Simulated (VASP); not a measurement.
Here is the system:

```yaml
crystal:
  lattice:
    - [1.82934, -3.16850, 0.00000]
    - [1.82934, 3.16850, 0.00000]
    - [0.00000, 0.00000, 5.82516]
  atoms:
    - { symbol: Zr, position: [0.00000, 0.00000, 0.00000] }
    - { symbol: S, position: [0.33333, 0.66667, 0.25013] }
    - { symbol: S, position: [0.66667, 0.33333, 0.74987] }
```

The numbers are results of rev-vdW-DF2, VASP's PBE PAW potentials (set 64) (plane waves; VASP), not measurements. Settings: 520 eV cut-off, 8×8×5 Γ-centred mesh, tetrahedra with Blöchl corrections, potentials Zr_sv S.

The cores are frozen, which limits the accuracy of field gradients.

Problem. Give the principal components of the electric field gradient (V/Å²) and the asymmetry η at each nucleus.

Solution. 
```
atom   Vxx   Vyy    Vzz     η
----  ----  ----  -----  ----
Zr1    6.6   6.6  -13.2  0.00
S2    -0.8  -0.8    1.5  0.00
S3    -0.8  -0.8    1.5  0.00
```

The compound is ZrS2 in the 1T layered structure. It was relaxed first.
